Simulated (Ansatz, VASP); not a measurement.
# Cross-check of Sn between VASP and Ansatz, part 2 of 2

One calculation is typed for both programs; each brings its own data sets. How far apart do they land? The cell is taken from a series of runs on this material, whose earlier steps may have relaxed, scaled, displaced or heated it; both programs get it as it stands.

VASP 6.6.1 and Ansatz 0.2.0.

So far: Set-up; Ansatz: relaxation of cell and atoms, PBE; VASP: relaxation of cell and atoms, PBE.

**4. Comparison**

Known differences besides the potentials themselves: the cutoff is 420 eV in Ansatz and 500 eV in VASP; Ansatz adds a Pulay correction to the stress that steers its cell, VASP none. Total energies have different zeros and are not compared.

Both answers:

```csv
quantity,Ansatz,VASP,difference
volume (Å³),73.65,73.59,+0.09 %
"edge a after relaxation, in the typed setting (Å)",4.705,4.704,+0.03 %
```

**5. VASP: zone-centre phonons, PBE**

Second derivatives magnify differences that forces hide, and they need a tight electronic threshold.

Contents of INCAR:

```
SYSTEM = Sn
PREC = Accurate
ENCUT = 500
EDIFF = 1E-08
NELM = 120
ISMEAR = 1
SIGMA = 0.2
LREAL = .FALSE.
ALGO = Normal
GGA = PE
NBANDS = 20
LORBIT = 11
LWAVE = .FALSE.
LCHARG = .FALSE.
ISIF = 2
IBRION = 8
LASPH = .TRUE.
GGA_COMPAT = .FALSE.
KPAR = 2
```

Contents of POSCAR:

```
Sn
1.0
    0.0000000000      3.3270061808      3.3270061808
    3.3270061808      0.0000000000      3.3270061808
    3.3270061808      3.3270061808      0.0000000000
Sn
2
Direct
    0.0000000000      0.0000000000      0.0000000000
    0.2500000000      0.2500000000      0.2500000000
```

Contents of KPOINTS:

```
Automatic mesh
0
Gamma
16 16 16
0 0 0
```

PAW data sets: Sn_d (PBE family, release 64).

Run with:

```sh
$ mpirun -np 2 vasp_std
```

Numbers of over 12 decimals in the logs are rounded to 6 here.

Log:

```text
[... set-up lines as in an earlier step ...]
 entering main loop
       N       E                     dE             d eps       ncg     rms          rms(c)
DAV:   1     0.218073150838E+03    0.21807E+03   -0.14467E+04  5860   0.190E+03
DAV:   2     0.154721736451E+02   -0.20260E+03   -0.19918E+03  5808   0.442E+02
DAV:   3    -0.696030523608E+01   -0.22432E+02   -0.22294E+02  6648   0.142E+02
DAV:   4    -0.770586133877E+01   -0.74556E+00   -0.74513E+00  6512   0.287E+01
[...]
DAV:  13    -0.769331006726E+01   -0.34710E-07   -0.33256E-08  5184   0.172E-03    0.239E-04
DAV:  14    -0.769331002754E+01    0.39720E-07   -0.11867E-08  5248   0.141E-03    0.213E-05
DAV:  15    -0.769331003136E+01   -0.38190E-08   -0.66572E-10  3500   0.298E-04
   1 F= -.76933100E+01 E0= -.76935270E+01  d E =0.650920E-03
 Linear response reoptimize wavefunctions to high precision
DAV:   1    -0.769331003049E+01    0.87448E-09   -0.31081E-10  3776   0.230E-04
DAV:   2    -0.769331003050E+01   -0.15007E-10   -0.13022E-10  3320   0.124E-04
 Linear response DOF=           1
 Linear response progress:
  Degree of freedom:   1/  1
       N       E                     dE             d eps       ncg     rms          rms(c)
RMM:   1    -0.214051708741E+00   -0.21405E+00    0.50953E-01 31163   0.986E+00
RMM:   2    -0.220666661361E+00   -0.66150E-02   -0.19541E-02 43532   0.114E+00    0.644E-02
RMM:   3    -0.220765620873E+00   -0.98960E-04   -0.15664E-03 46175   0.317E-01    0.299E-02
RMM:   4    -0.220610858285E+00    0.15476E-03   -0.11188E-04 45383   0.955E-02    0.115E-02
[...]
RMM:  10    -0.220562217392E+00   -0.25127E-06    0.48765E-08 49706   0.217E-04    0.173E-05
RMM:  11    -0.220562232969E+00   -0.15577E-07   -0.77381E-08 47920   0.106E-04    0.526E-06
RMM:  12    -0.220562241198E+00   -0.82296E-08    0.51114E-08 50771   0.548E-05    0.380E-06
 first order change of Fermi-energy   0.65383E-04
 force on displaced ion       1 direction 1 :  -6.635   0.000   0.000
 Linear response finished
```

From OUTCAR (step 5):

```text
  Total       -0.0192609     -0.0192609     -0.0192609      0.0000000      0.0000000      0.0000000
  in kB       -0.4189828     -0.4189828     -0.4189828      0.0000000      0.0000000      0.0000000
  external PRESSURE =      -0.4189828 kB  Pullay stress =       0.0000000 kB

 POSITION                                       TOTAL-FORCE (eV/Angst)
 -----------------------------------------------------------------------------------
      0.00000      0.00000      0.00000         0.000000     -0.000000     -0.000000
      1.66350      1.66350      1.66350        -0.000000      0.000000      0.000000
 -----------------------------------------------------------------------------------
    total drift:                                0.000000      0.000000      0.000000

[... 2 further parts left out ...]
```

**6. Ansatz: zone-centre phonons, PBE**

The same cell, functional, mesh and smearing now go to Ansatz, which takes its cutoff from its data sets.

The cell is taken from a series of runs on this material, whose earlier steps may have relaxed, scaled, displaced or heated it; both programs get it as it stands.

Contents of input.yaml:

```yaml
crystal:
  lattice:
    - [0.0, 3.3270061808, 3.3270061808]
    - [3.3270061808, 0.0, 3.3270061808]
    - [3.3270061808, 3.3270061808, 0.0]
  atoms:
    - { symbol: Sn, position: [0.0, 0.0, 0.0] }
    - { symbol: Sn, position: [0.25, 0.25, 0.25] }
kpoints:
  mp_grid: { grid: [16, 16, 16] }
hamiltonian:
  xc: pbe
scf:
  occupations: { method: methfessel_paxton, width: 0.2 }
output:
  eigenvalues: true
phonons:
  method: dfpt
```

Run with:

```sh
$ ansatz run input.yaml --threads 4 --pin off --max-ram 14336MiB --backend cpu --events-out ev --progress --plain --runs-dir out
```

Log:

```text
zone centre: on kpoints.mp_grid the ground state, and the responses unless they are solved on pairs of k-points, stand on 349 of the mesh's 4096 k-points, reduced under 8 symmetry operations, with k and −k counted as one. Each operation leaves every solved displacement unchanged or reverses it
[...]
Crystal: 2 atoms, lattice volume = 73.653 Å³
[...]
k mesh reduced under 8 symmetry operations, with k and −k counted as one. Each operation leaves every solved displacement unchanged or reverses it
  ASR residual: 1.882e-7 → 0.000e0 eV/Å²; symmetrization residual: 3.971e-12 eV/Å²
  ASR residual per site (eV/Å²): 1.88e-7 1.88e-7
  Γ frequencies (cm⁻¹): 0.00 0.00 0.00 174.09 174.09 174.09
  non-analytic LO–TO correction: not included (Born effective charges unavailable; polar crystals: no LO–TO splitting at Γ)
[key lines of the parts left out:]
SCF converged after 10 iterations
Free energy (F): -12048.425435 eV
Fermi energy:    6.916537 eV
```

**7. Differences**

Compared:

```csv
quantity,Ansatz,VASP,difference
optical mode 1 to 3 (cm⁻¹),174.1,174.4,-0.15 %
```

Modes are paired by rising frequency, not by their patterns, so a pair may set unlike modes beside each other; they are those without the splitting of longitudinal modes.

**8. Results**

```json
{"difference in volume (relaxation of cell and atoms, PBE)": "0.088 %", "r.m.s. difference of the optical zone-centre modes, each program's sorted by frequency (zone-centre phonons, PBE)": "0.26 cm⁻¹"}
```

The difference in volume is 0.088 % (relaxation of cell and atoms, PBE), within the 1.2 % picked in this series as the mark of a large difference, as far as the stopping tolerances let one tell. How closely two codes agree says nothing of how well the functional describes the real material.

[Lines on the potential files, build, host, timing and source positions are cut from VASP's logs without a mark.]

[Logs are printed without paths, hosts, clocks, repeated set-up lines and the standing remarks that a program may print on its own settings, such as how far it seeks lower states.]

[Hosts, paths, dates, database ids (printed as entryN), source tags and the programs' standing remarks are cut or masked in the printed files.]
